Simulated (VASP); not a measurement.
Ga3BSb2:

```xyz
6
Lattice="4.3600 0.0000 0.0000 0.0000 4.3600 0.0000 0.0000 0.0000 6.1700" Properties=species:S:1:pos:R:3 pbc="T T T"
Ga    2.1800    2.1800    0.0000
Ga    2.1800    2.1800    3.0850
Ga    0.0000    0.0000    3.0850
B     0.0000    0.0000    0.0000
Sb    2.1800    0.0000    4.8126
Sb    0.0000    2.1800    1.3574
```

The cell was built by a generator and needn't be a form met in nature.

```yaml
Program: VASP 6.6.1
Task: relaxation of cell and atoms
Functional: PBE
Potentials_or_basis: VASP PAW PBE potentials, release 64 (Ga_d, B, Sb)
Cutoff: 520 eV
k_mesh: 4 × 4 × 3
Occupations: gaussian, width 0.15 eV
Spin: no spin polarisation
```

At the start: pressure 14.5 GPa; volume 19.55 Å³/atom.

How do energy, volume and symmetry change on relaxing?

Over 9 steps the energy falls by 190.6 meV/atom and the volume is 24.48 Å³/atom (+25.2 %); space group P-4m2 (No. 115, to 0.05 Å).

The path:
```tsv
step	energy change (eV)	largest force (eV/Å)	pressure (GPa)	volume (Å³)
1	0.0000	0.4341	14.48	117.29
2	-1.0403	0.5673	-1.15	149.89
3	-1.0533	0.5623	0.58	145.33
4	-1.0523	0.5628	-0.65	147.07
5	-1.0534	0.5637	0.09	146.28
6	-1.0810	0.4713	-0.25	146.39
7	-1.1353	0.1836	-0.03	146.71
8	-1.0747	0.6196	0.53	147.35
9	-1.1434	0.0378	0.07	146.85
```

Final structure:
```cif
data_structure
_symmetry_space_group_name_H-M 'P 1'
_symmetry_Int_Tables_number 1
_cell_length_a 4.6883
_cell_length_b 4.6883
_cell_length_c 6.6811
_cell_angle_alpha 90.000
_cell_angle_beta 90.000
_cell_angle_gamma 90.000
_cell_volume 146.85
loop_
_atom_site_label
_atom_site_type_symbol
_atom_site_fract_x
_atom_site_fract_y
_atom_site_fract_z
_atom_site_occupancy
Ga1 Ga 0.50000 0.50000 0.00000 1
Ga2 Ga 0.50000 0.50000 0.50000 1
Ga3 Ga 0.00000 0.00000 0.50000 1
B1 B 0.00000 0.00000 0.00000 1
Sb1 Sb 0.50000 0.00000 0.80436 1
Sb2 Sb 0.00000 0.50000 0.19564 1
```

Caveat: the k mesh is coarse (spacing up to 0.36 Å⁻¹), so the values aren't converged; the volume moved by over 15 % at a fixed basis, so the end points are rough.
